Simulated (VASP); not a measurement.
Energy against volume of YN (rock salt). Method: RPBE GGA, VASP's PBE PAW potentials (set 64) (plane waves; VASP 6.6.1).

```json
[
 {"V (Å³/atom)": "14.153", "E (eV/atom)": "-8.66853"},
 {"V (Å³/atom)": "14.604", "E (eV/atom)": "-8.69018"},
 {"V (Å³/atom)": "15.056", "E (eV/atom)": "-8.69697"},
 {"V (Å³/atom)": "15.508", "E (eV/atom)": "-8.69106"},
 {"V (Å³/atom)": "15.959", "E (eV/atom)": "-8.67431"}
]
```

### Question
Fit a third-order Birch-Murnaghan equation of state.

### Answer

```yaml
volume_per_atom: 15.06 Å^3/atom
bulk_modulus: 150 GPa
pressure_derivative_of_the_bulk_modulus: 4.25
lattice_constant_a: 4.939 Å
```

Measured: a 4.877 Å (computed value off by +1.3 %), as given by G. Soto et al., Computational Materials Science (2007), arXiv:cond-mat/0703568. The calculation is for a static lattice, while the measured a holds thermal and zero-point effects, which are part of the difference.

The compound is YN in the rock salt structure. It was relaxed first.
